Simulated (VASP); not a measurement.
An input for Ansatz (written as the equivalent of a VASP run, and not itself run):

Ansatz 0.2 input:
```yaml
crystal:
  lattice:
    - [4.0288805, 0.0000000, 0.0000000]
    - [0.0000000, 4.0288805, 0.0000000]
    - [0.0000000, 0.0000000, 4.0288805]
  atoms:
    - { symbol: K, position: [0.0000000, 0.0000000, 0.0000000] }
    - { symbol: Ta, position: [0.5000000, 0.5000000, 0.5000000] }
    - { symbol: O, position: [0.5000000, 0.0000000, 0.5000000] }
    - { symbol: O, position: [0.0000000, 0.5000000, 0.5000000] }
    - { symbol: O, position: [0.5000000, 0.5000000, 0.0000000] }
kpoints:
  mp_grid: { grid: [6, 6, 6] }
hamiltonian:
  xc: pbe
  pseudopotentials: { kind: paw }
scf:
  occupations: { method: gaussian, width: 0.05 }
  max_iter: 100
output: { forces: true, stress: true, eigenvalues: true }
```

### Question
Translate this input to VASP (INCAR, KPOINTS, POSCAR, choice of POTCAR).

### Answer
One answer among several that fit: 
### POSCAR
```
KTaO3
8.0577610
  0.5000000025   0.0000000000   0.0000000000
  0.0000000000   0.5000000025   0.0000000000
  0.0000000000   0.0000000000   0.5000000025
K Ta O
1 1 3
Direct
  0.0000000000   0.0000000000   0.0000000000
  0.5000000000   0.5000000000   0.5000000000
  0.5000000000   0.0000000000   0.5000000000
  0.0000000000   0.5000000000   0.5000000000
  0.5000000000   0.5000000000   0.0000000000
```

**KPOINTS**
```
Automatic mesh
0
Gamma
6 6 6
0 0 0
```

### INCAR
```
! general
SYSTEM =KTaO3
PREC   =Accurate
ENCUT  =520
LREAL  =.False.   ! projection in real space or not
LASPH  =.True.   ! aspherical one-centre terms

! electronic loop
EDIFF  =1E-7
NELM   =100   ! most electronic steps
ALGO   =Normal   ! blocked Davidson
LMAXMIX=6

! smearing
ISMEAR =0
SIGMA  =0.05   ! width (eV)

! functional
GGA    =PE

! ions
ISIF   =2   ! forces and stress, cell fixed

! output
LWAVE  =.False.
LCHARG =.False.
```

POTCAR, in this order: K_sv Ta_pv O (PBE.64 set). Program: vasp_std.

Limits of the translation: each code has its own PAW files, so the cut-off isn't converted (ENCUT is set for VASP's; basis.ecutwfc is left out, and Ansatz then takes the one that its files recommend); Ansatz stops its SCF on the density residual and VASP on the energy change (EDIFF).

The compound is KTaO3 in the cubic perovskite structure. It was relaxed first.
